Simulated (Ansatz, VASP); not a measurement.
# Cross-check of SnO2 (amorphous SnO2) between VASP and Ansatz

Wanted: the spread between two codes on one cell, functional and k mesh. Of the first pair: The cell is taken from a series of runs on this material, whose earlier steps may have relaxed, scaled, displaced or heated it; both programs get it as it stands.

Method: plane waves, with VASP 6.6.1 beside it; single point at PBE, in Ansatz 0.2.0.

## Step 1: The structure

The cell holds 108 atoms: 36 Sn and 72 O. Its edges and angles: a = 11.009 Å, b = 11.528 Å, c = 11.747 Å, α = 89.0°, β = 89.8°, γ = 84.9°. As first built, before any earlier steps moved the atoms (in the runner's words): 108 atoms (36 Sn, 72 O) placed at random at 6.03 g/cm^3, melted at 5000 K for 10 ps at fixed volume with the Morse and Coulomb pair potential with partial charges (Pedone, Malavasi, Menziani, Cormack and Segre, J. Phys. Chem. B 110, 11780 (2006)). Quenched from 5000 K to 300 K at 50 K/ps and fixed volume, held 10 ps at zero pressure, then minimised at fixed cell.

## Step 2: Ansatz: single point, PBE, pair 1

Ansatz runs on its PAW soft_1 files.

A single point gives forces, pressure and levels at one fixed geometry, so differences don't come from the geometry; what else differs is listed under the comparison.

File input.yaml:

```yaml
crystal:
  lattice:
    - [10.99773, 0.49769, 0.01912]
    - [0.49769, 11.5164, 0.10158]
    - [0.01912, 0.10158, 11.74608]
  atoms:
    - { symbol: Sn, position: [0.8408, 0.48253, 0.226] }
    - { symbol: Sn, position: [0.98931, 0.15695, 0.50481] }
    - { symbol: Sn, position: [0.57578, 0.05497, 0.74344] }
    - { symbol: Sn, position: [0.7536, 0.66409, 0.0274] }
    - { symbol: Sn, position: [0.95806, 0.82493, 0.87104] }
    - { symbol: Sn, position: [0.63723, 0.77176, 0.26643] }
    - { symbol: Sn, position: [0.1703, 0.54465, 0.64712] }
    - { symbol: Sn, position: [0.4016, 0.64621, 0.01578] }
    - { symbol: Sn, position: [0.84766, 0.61447, 0.73154] }
    - { symbol: Sn, position: [0.0091, 0.64818, 0.43197] }
    - { symbol: Sn, position: [0.74557, 0.31609, 0.60248] }
    - { symbol: Sn, position: [0.46955, 0.44084, 0.79607] }
    - { symbol: Sn, position: [0.92166, 0.87169, 0.14189] }
    - { symbol: Sn, position: [0.25781, 0.23295, 0.71847] }
    - { symbol: Sn, position: [0.97684, 0.33237, 0.80247] }
    - { symbol: Sn, position: [0.32794, 0.38384, 0.18443] }
    - { symbol: Sn, position: [0.39193, 0.91485, 0.07168] }
    - { symbol: Sn, position: [0.79735, 0.12302, 0.96951] }
    - { symbol: Sn, position: [0.13525, 0.08467, 0.24879] }
    - { symbol: Sn, position: [0.43171, 0.21271, 0.94929] }
    - { symbol: Sn, position: [0.52422, 0.09591, 0.22388] }
    - { symbol: Sn, position: [0.68025, 0.60813, 0.48493] }
    - { symbol: Sn, position: [0.3343, 0.07155, 0.50549] }
    - { symbol: Sn, position: [0.07922, 0.59033, 0.01546] }
    - { symbol: Sn, position: [0.13394, 0.38911, 0.37642] }
    - { symbol: Sn, position: [0.11429, 0.04055, 0.91402] }
    - { symbol: Sn, position: [0.09034, 0.30778, 0.07534] }
    - { symbol: Sn, position: [0.86984, 0.86932, 0.55323] }
    - { symbol: Sn, position: [0.21102, 0.80367, 0.26857] }
    - { symbol: Sn, position: [0.39669, 0.72736, 0.51663] }
[... 72 atom lines left out ...]
    - { symbol: O, position: [0.45609, 0.1044, 0.38021] }
    - { symbol: O, position: [0.0482, 0.42346, 0.94844] }
    - { symbol: O, position: [0.57276, 0.76025, 0.42792] }
    - { symbol: O, position: [0.41, 0.12276, 0.80366] }
    - { symbol: O, position: [0.81594, 0.82657, 0.99947] }
    - { symbol: O, position: [0.87576, 0.80171, 0.71639] }
kpoints:
  mp_grid: { grid: [1, 1, 1] }
hamiltonian:
  xc: pbe
  pseudopotentials: { kind: paw, azcp: { folder: soft_1 } }
scf:
  occupations: { method: fixed }
output:
  forces: true
  stress: true
  populations: true
  dos:
    method: { smearing: { sigma: 0.1 } }
    de: 0.1
    projected: { site_lists: { O: [O], Sn: [Sn] } }
  eigenvalues: true
  write_density: true
  write_potential: true
  volumetric_format: npy
```

Started as:

```console
$ ansatz run input.yaml --threads 4 --pin off --max-ram 8192MiB --backend cpu --events-out ev --progress --plain --runs-dir out
```

Numbers of over 12 decimals in the logs are rounded to 6 here.

Log:

```text
Engine: ansatz 0.2.0, x86_64-unknown-linux-gnu
Pseudopotentials: kind: paw
Pseudopotential: Sn, paw, valence charge 14, recommended cutoff 420 eV (normal), soft_1/Sn.paw.azcp
Pseudopotential: O, paw, valence charge 6, recommended cutoff 420 eV (normal), soft_1/O.paw.azcp
Functional definition: PBE
  parameter kappa = 0.804
  parameter beta = 0.066725
  exchange = pbe_x(kappa = kappa, mu = beta*pi^2/3)
  correlation = pbe_c(beta = beta)
Crystal: 108 atoms, lattice volume = 1484.666 Å³
Basis set: ecut = 420 eV, 29041 PW (Γ), exchange–correlation on 150×160×160 points (8 copies of the dense FFT grid, shifted against one another)
Bands: 576, of which v1, the nominal top of the filled ones, is band 468 counted from 1 (467 counted from 0)
Symmetry: 1 space group operations
Space group: P1 (ITA 1), of the structure as read, at distance tolerance 1.1e-4 Å
k-points: 1
Non-local potential: Sn, projectors of the file, l = 0: 2, l = 1: 2, l = 2: 2, l = 3: 1
Non-local potential: O, projectors of the file, l = 0: 2, l = 1: 2, l = 2: 1
PAW form: soft (Blöchl's): semilocal exchange-correlation on the pseudo side does not see the compensation charge
PAW one-centre angular grid: Sn, 590 points (default); XC on 64 Gauss nodes
PAW one-centre angular grid: O, 110 points (default); XC on 64 Gauss nodes
Initial density: superposition of atomic densities (chi_scale 0.1, normalization cell, long waves kept (reshape's long-wave potential 0.17 eV rms))
Initial wavefunctions: pseudopotential atomic-orbital guess
Functional: x = pbe(κ = 0.804, μ = 0.219515), c = pbe(β = 0.066725)
SCF iter   1: F=—  HF=-257716.416648 eV  |F-HF|=—  |Δ(HF+E_count)|=         —  Δρ=7.11e-2  dr2=6.31e1  ethr=3.10e-3  ⟨swp⟩=4.0  Hψ=2181  notcnv=0  defer=102
preconditioner: auto → Resta (q_TF=auto, 2.526 Å⁻¹)  ε∞=3.4  [insulator: Δε(μ)=0.934 eV  Ē_g=19.010 eV  n_scr=414 (ndim 8)  ℏωp=29.5 eV  f_vac=0.047  ε∞_Penn≈3.4]
SCF iter   2: F=—  HF=-257703.234598 eV  |F-HF|=—  |Δ(HF+E_count)|=    1.32e1  Δρ=3.52e-2  dr2=1.02e1  ethr=3.10e-3  ⟨swp⟩=2.0  Hψ=900  notcnv=0  defer=101
SCF iter   3: F=—  HF=-257702.126754 eV  |F-HF|=—  |Δ(HF+E_count)|=    1.11e0  Δρ=1.33e-2  dr2=2.65e0  ethr=1.09e-3  ⟨swp⟩=3.0  Hψ=948  notcnv=0  defer=103
SCF iter   4: F=—  HF=-257702.023922 eV  |F-HF|=—  |Δ(HF+E_count)|=   1.03e-1  Δρ=5.71e-3  dr2=4.53e-1  ethr=2.84e-4  ⟨swp⟩=2.0  Hψ=882  notcnv=0  defer=106
SCF iter   5: F=—  HF=-257702.031446 eV  |F-HF|=—  |Δ(HF+E_count)|=   7.52e-3  Δρ=2.33e-3  dr2=7.27e-2  ethr=4.84e-5  ⟨swp⟩=2.0  Hψ=731  notcnv=0  defer=106
SCF iter   6: F=—  HF=-257702.060669 eV  |F-HF|=—  |Δ(HF+E_count)|=   2.92e-2  Δρ=8.80e-4  dr2=1.13e-2  ethr=7.77e-6  ⟨swp⟩=2.0  Hψ=883  notcnv=0  defer=106
SCF iter   7: F=—  HF=-257702.072995 eV  |F-HF|=—  |Δ(HF+E_count)|=   1.23e-2  Δρ=7.47e-4  dr2=7.86e-3  ethr=1.21e-6  ⟨swp⟩=2.0  Hψ=740  notcnv=0  defer=106
SCF iter   8: F=—  HF=-257702.073561 eV  |F-HF|=—  |Δ(HF+E_count)|=   5.66e-4  Δρ=1.34e-4  dr2=2.63e-4  ethr=8.40e-7  ⟨swp⟩=2.0  Hψ=726  notcnv=0  defer=106
SCF iter   9: F=—  HF=-257702.073976 eV  |F-HF|=—  |Δ(HF+E_count)|=   4.15e-4  Δρ=1.17e-4  dr2=1.89e-4  ethr=2.81e-8  ⟨swp⟩=2.0  Hψ=763  notcnv=0  defer=101
SCF iter  10: F=—  HF=-257702.074004 eV  |F-HF|=—  |Δ(HF+E_count)|=   2.76e-5  Δρ=2.85e-5  dr2=1.17e-5  ethr=2.01e-8  ⟨swp⟩=2.0  Hψ=723  notcnv=0  defer=101
SCF iter  11: F=—  HF=-257702.072835 eV  |F-HF|=—  |Δ(HF+E_count)|=   1.17e-3  Δρ=2.08e-5  dr2=6.08e-6  ethr=1.25e-9  ⟨swp⟩=2.0  Hψ=763  notcnv=0  defer=101
SCF iter  12: F=—  HF=-257702.072836 eV  |F-HF|=—  |Δ(HF+E_count)|=   9.41e-7  Δρ=7.76e-6  dr2=8.89e-7  ethr=6.50e-10  ⟨swp⟩=2.0  Hψ=726  notcnv=0  defer=101
SCF iter  13: F=—  HF=-257702.072837 eV  |F-HF|=—  |Δ(HF+E_count)|=   6.34e-7  Δρ=3.56e-6  dr2=1.78e-7  ethr=9.50e-11  ⟨swp⟩=2.0  Hψ=724  notcnv=0  defer=101
SCF iter  14: F=-257702.072837 eV  HF=-257702.072837 eV  |F-HF|=3.06e-9  |Δ(HF+E_count)|=   1.14e-7  Δρ=1.86e-6  dr2=5.08e-8  ethr=1.07e-11  ⟨swp⟩=18.0  Hψ=4955  notcnv=0
SCF 1 converged in 14 iterations: F = -257702.072837 eV  dr2 = 5.08e-8
  greatest PAW one-centre occupation: 0.996 electrons in one spin orbital (limit 2), on the Sn atom at site 22 (counted from 0), in its partial waves of l = 2
SCF converged after 14 iterations
Free energy (F): -257702.072837 eV
Harris-Foulkes:  -257702.072837 eV  (|F-HF|=3.06e-9)
Internal energy: -257702.072837 eV  (E = F + TS)
E sigma→0 (E₀):  -257702.072837 eV
Fermi energy:    7.646826 eV
--- Per-component energies (eV) ---
  E_band       = -3917.565084
  E_kinetic    = 18205.793611
  E_local      = -68676.200650  (includes V_loc(G=0)·N_el)
  E_nonlocal   = 9001.192551
  E_hartree    = 30954.905184
  E_xc         = -9622.401199
  E_vxc        = -9396.680659  (∫ρ·V_xc dr)
  E_paw        = -169160.099519  (= ΣΔE_a)
  E_vpaw       = -14961.557188  (= ΣTr[D̂ρ^β])
  E_aug_tail   = 0.066390  (compensation charges beyond the density's cutoff)
[...]
atom 102  O      0.00473137    -0.00616206    -0.00612842
  atom 103  O      0.00240231     0.00049285    -0.00683537
  atom 104  O     -0.00180017    -0.00348753     0.00382453
  atom 105  O     -0.00353359    -0.00161538     0.00341935
  atom 106  O     -0.00641135    -0.00228361    -0.00288460
  atom 107  O     -0.00305705    -0.01033453    -0.00579517
  atom 108  O     -0.00376956    -0.00536975     0.00226890
  max |Σ_I F_I| component: 6.10e-5 eV/Å
--- Stress (GPa, compression-positive) ---
       -0.001054       0.009090       0.006544
        0.009090       0.004743      -0.000584
        0.006544      -0.000584      -0.002193
  P = ⅓ Tr σ = 0.0005 GPa (0.005 kbar)
--- Band table (eV) ---
  k-point 0: bands = [... 464 lower, 7.4108, 7.5079, 7.5521, 7.6468, 8.0558, 10.0479, 10.2580, 10.3633, ... 104 higher]
--- Löwdin populations: 108 sites ---
  site symbol       q [e]
     0     Sn     12.2865
     1     Sn     12.3008
     2     Sn     12.2645
     3     Sn     12.2946
     4     Sn     12.3130
     5     Sn     12.2654
     6     Sn     12.2943
     7     Sn     12.2846
     8     Sn     12.2915
     9     Sn     12.2829
    10     Sn     12.2980
    11     Sn     12.2602
    12     Sn     12.3001
    13     Sn     12.2979
    14     Sn     12.2867
    15     Sn     12.3059
    16     Sn     12.2665
    17     Sn     12.2635
    18     Sn     12.3002
    19     Sn     12.2900
    20     Sn     12.2537
    21     Sn     12.2922
    22     Sn     12.2771
    23     Sn     12.3209
[...]
100      O      6.8279
   101      O      6.7897
   102      O      6.8111
   103      O      6.7820
   104      O      6.7673
   105      O      6.7842
   106      O      6.7863
   107      O      6.7954
  spilling = 0.004822 (of n_electrons = 936.000000)
```

In the SCF lines HF is the Harris–Foulkes energy and dr2 the Hartree energy of the density residual, in eV; the loop may stop once dr2 is under the threshold and the program's other checks hold. Hψ counts applications of the Hamiltonian.

## Step 3: VASP: single point, PBE, pair 1

The same cell, functional and mesh now go to VASP, with its own data sets.

Lines of VASP's logs that name or quote its potential files are left out, and so is its time.

File INCAR:

```
SYSTEM = SnO2
PREC = Accurate
ENCUT = 600
EDIFF = 1E-06
NELM = 120
ISMEAR = 0
SIGMA = 0.01
LREAL = Auto
ALGO = Normal
GGA = PE
NBANDS = 544
LORBIT = 11
LWAVE = .FALSE.
LCHARG = .FALSE.
ISIF = 2
LASPH = .TRUE.
GGA_COMPAT = .FALSE.
EFERMI = MIDGAP
NCORE = 2
```

File POSCAR:

```
SnO2
1.0
   10.9977300000      0.4976900000      0.0191200000
    0.4976900000     11.5164000000      0.1015800000
    0.0191200000      0.1015800000     11.7460800000
Sn O
36 72
Direct
    0.8408000000      0.4825300000      0.2260000000
    0.9893100000      0.1569500000      0.5048100000
    0.5757800000      0.0549700000      0.7434400000
    0.7536000000      0.6640900000      0.0274000000
    0.9580600000      0.8249300000      0.8710400000
    0.6372300000      0.7717600000      0.2664300000
    0.1703000000      0.5446500000      0.6471200000
    0.4016000000      0.6462100000      0.0157800000
    0.8476600000      0.6144700000      0.7315400000
    0.0091000000      0.6481800000      0.4319700000
    0.7455700000      0.3160900000      0.6024800000
    0.4695500000      0.4408400000      0.7960700000
    0.9216600000      0.8716900000      0.1418900000
    0.2578100000      0.2329500000      0.7184700000
    0.9768400000      0.3323700000      0.8024700000
    0.3279400000      0.3838400000      0.1844300000
    0.3919300000      0.9148500000      0.0716800000
    0.7973500000      0.1230200000      0.9695100000
    0.1352500000      0.0846700000      0.2487900000
    0.4317100000      0.2127100000      0.9492900000
    0.5242200000      0.0959100000      0.2238800000
    0.6802500000      0.6081300000      0.4849300000
    0.3343000000      0.0715500000      0.5054900000
    0.0792200000      0.5903300000      0.0154600000
    0.1339400000      0.3891100000      0.3764200000
    0.1142900000      0.0405500000      0.9140200000
    0.0903400000      0.3077800000      0.0753400000
    0.8698400000      0.8693200000      0.5532300000
    0.2110200000      0.8036700000      0.2685700000
    0.3966900000      0.7273600000      0.5166300000
[... 72 atom lines left out ...]
    0.4560900000      0.1044000000      0.3802100000
    0.0482000000      0.4234600000      0.9484400000
    0.5727600000      0.7602500000      0.4279200000
    0.4100000000      0.1227600000      0.8036600000
    0.8159400000      0.8265700000      0.9994700000
    0.8757600000      0.8017100000      0.7163900000
```

File KPOINTS:

```
Automatic mesh
0
Gamma
1 1 1
0 0 0
```

PAW data sets: Sn_d and O (PBE family, release 64).

Started as:

```console
$ mpirun -np 8 vasp_gam
```

Log:

```text
[banner, memory and clock lines left out]
running    8 mpi-ranks, on    1 nodes
[...]
LDA part: xc-table for (Slater+PW92), standard interpolation
 POSCAR, INCAR and KPOINTS ok, starting setup
[...]
entering main loop
       N       E                     dE             d eps       ncg     rms          rms(c)
DAV:   1     0.288411538960E+05    0.28841E+05   -0.39597E+05  1088   0.329E+03
DAV:   2     0.687582926853E+04   -0.21965E+05   -0.21143E+05  1088   0.106E+03
DAV:   3     0.374192292903E+03   -0.65016E+04   -0.61042E+04  1136   0.409E+02
DAV:   4    -0.697539522513E+03   -0.10717E+04   -0.10424E+04  1264   0.171E+02
[...]
DAV:  16    -0.647118934431E+03   -0.37668E-05   -0.62188E-05  1496   0.386E-02    0.984E-03
DAV:  17    -0.647118937121E+03   -0.26896E-05   -0.34281E-05  1216   0.134E-02    0.520E-03
DAV:  18    -0.647118936992E+03    0.12841E-06   -0.42038E-06   912   0.597E-03
   1 F= -.64711894E+03 E0= -.64711894E+03  d E =-.112990-162
```

OUTCAR, selected parts (step 3):

```text
  Total        3.3439752      3.3843784      2.9508651     -0.0223903     -0.1704875      0.0437216
  in kB        3.6086513      3.6522524      3.1844265     -0.0241625     -0.1839816      0.0471822
  external PRESSURE =       3.4817767 kB  Pullay stress =       0.0000000 kB

 POSITION                                       TOTAL-FORCE (eV/Angst)
[...]
6.52182      4.74080      7.93835         0.027381     -0.010651     -0.022290
      2.05356      6.28532      5.61459         0.032926      0.001703     -0.022449
      1.63736      4.58304      8.43486        -0.003785     -0.000637      0.003162
      1.51980      2.40014      9.85507        -0.024886      0.023408      0.001747
      1.94612      5.50427      1.81379        -0.009316      0.023103      0.027166
      9.27710      9.85188      3.08205         0.001227     -0.009596      0.030611
      3.87735      8.96303      1.57573        -0.015673     -0.016220      0.011127
      2.47898      1.03429      7.60658        -0.050020     -0.034416      0.032557
      5.45773      9.51034     11.18737         0.035460      0.029254     -0.036774
      5.32337      9.33601      7.90324        -0.023294      0.021603     -0.006449
      9.39577      5.63328      9.09341        -0.051741     -0.006790      0.000109
      1.16189     10.70002      2.86612        -0.007350      0.009487      0.001931
      7.66506      2.11343      7.66269         0.025509      0.020367      0.029519
      5.17464      1.13709      0.74910         0.001054     -0.005402     -0.006931
[...]
-----------------------------------------------------------------------------------
    total drift:                               -0.002498     -0.041677     -0.011595

  FREE ENERGIE OF THE ION-ELECTRON SYSTEM (eV)
  ---------------------------------------------------
  free  energy   TOTEN  =      -647.1189369924 eV

  energy  without entropy=     -647.1189369924  energy(sigma->0) =     -647.11893699

[... 3 further parts left out ...]
[key lines of the parts left out:]
E-fermi :   4.8711
```

The run ends at a pressure of 0.35 GPa, with forces up to 0.081 eV/Å.

## Step 4: Side by side

Known differences besides the potentials themselves: fixed occupations in Ansatz, narrow Gaussian smearing in VASP; the cutoff is 420 eV in Ansatz and 600 eV in VASP (PREC = Accurate, projectors in real space). Total energies have different zeros and are not compared.

The two programs side by side:

| quantity | Ansatz | VASP | difference |
| --- | --- | --- | --- |
| pressure (GPa) | 0.00 | 0.35 | -0.35 |
| gap on the k mesh (eV) | 0.409 | 0.385 | +0.024 |

At this near-relaxed geometry the largest component of a force difference is 75 meV/Å. A gap on the mesh is an upper bound, since the band edges may lie between its points.

## Step 5: Ansatz: relaxation, PBE

The two programs are compared at the cell with which this relaxation starts, whose forces are those of its first step. The cell compared in this pair holds 1573.75 Å³, against 1484.67 Å³ for the pair before.

The structure compared here is the start of the Ansatz relaxation; VASP solves that cell, so the two are compared at the walk's first step.

input.yaml, as its differences from that of step 2:

```diff
@@ -2,5 +2,5 @@
   lattice:
-    - [10.99773, 0.49769, 0.01912]
-    - [0.49769, 11.5164, 0.10158]
-    - [0.01912, 0.10158, 11.74608]
+    - [11.21343, 0.50745, 0.01949]
+    - [0.50745, 11.74227, 0.10357]
+    - [0.01949, 0.10357, 11.97645]
   atoms:
@@ -52,11 +52,6 @@
   forces: true
+  eigenvalues: true
   stress: true
-  populations: true
-  dos:
-    method: { smearing: { sigma: 0.1 } }
-    de: 0.1
-    projected: { site_lists: { O: [O], Sn: [Sn] } }
-  eigenvalues: true
-  write_density: true
-  write_potential: true
-  volumetric_format: npy
+relax:
+  f_tol: 0.05
+  max_steps: 70
```

Started as:

```console
$ ansatz run input.yaml --threads 4 --pin off --max-ram 8192MiB --backend cpu --events-out ev --progress --plain --runs-dir out
```

Log:

```text
Warning: output.stress: scf.convergence.dr2_threshold = 1e-7 eV (the SCF's general default) is looser than the 1.08e-8 eV advised for a printed stress (1e-10 eV for each atom of the cell: 108). What an SCF threshold leaves in a stress goes as its square root, and in the free energy as the threshold itself, and one threshold admits the most on a small cell: [figures from the program's tests cut] Every solve of this ru [...]
[...]
Crystal: 108 atoms, lattice volume = 1573.746 Å³
[...]
- { symbol: O, position: [0.962590, 0.131363, 0.318365] }
    - { symbol: O, position: [0.443299, 0.502150, 0.112806] }
    - { symbol: O, position: [0.721585, 0.659620, 0.863846] }
    - { symbol: O, position: [0.535974, 0.343438, 0.950237] }
    - { symbol: O, position: [0.114885, 0.889652, 0.788522] }
    - { symbol: O, position: [0.296594, 0.900314, 0.526329] }
    - { symbol: O, position: [0.777159, 0.461358, 0.526257] }
[...]
- { symbol: O, position: [0.577783, 0.755495, 0.426258] }
    - { symbol: O, position: [0.415815, 0.126029, 0.806643] }
    - { symbol: O, position: [0.820264, 0.823060, 0.995261] }
    - { symbol: O, position: [0.879587, 0.801609, 0.718122] }
```

[end of part 1 of 2]

[Lines on the potential files, build, host, timing and source positions are cut from VASP's logs without a mark.]

[Logs are printed without paths, hosts, clocks, repeated set-up lines and the standing remarks that a program may print on its own settings, such as how far it seeks lower states.]

[Hosts, paths, dates, database ids (printed as entryN), source tags and the programs' standing remarks are cut or masked in the printed files.]
